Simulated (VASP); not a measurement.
Input:

```yaml
crystal:
  lattice:
    - [0.00000, 2.09263, 2.09263]
    - [2.09263, 0.00000, 2.09263]
    - [2.09263, 2.09263, 0.00000]
  atoms:
    - { symbol: Mg, position: [0.00000, 0.00000, 0.00000] }
    - { symbol: O, position: [0.50000, 0.50000, 0.50000] }
```

Computed with SCAN meta-GGA, VASP's PBE PAW potentials (set 64) (plane waves; VASP 6.6.1). Settings: 520 eV cut-off, 11×11×11 Γ-centred mesh, Gaussian smearing of 0.050 eV, potentials Mg O.

### Question
What does the run give for the energy per atom (σ→0), band gap (on the k-mesh) with the smallest direct gap where there is one?

### Answer

```yaml
band gap (on the k-mesh): 5.75 eV
smallest direct gap (on the k-mesh): 5.75 eV
energy per atom (σ→0): -8.644 eV/atom
```

Only differences to runs with the same potentials and settings are physical.

The compound is MgO in the rock salt structure. It was relaxed first.
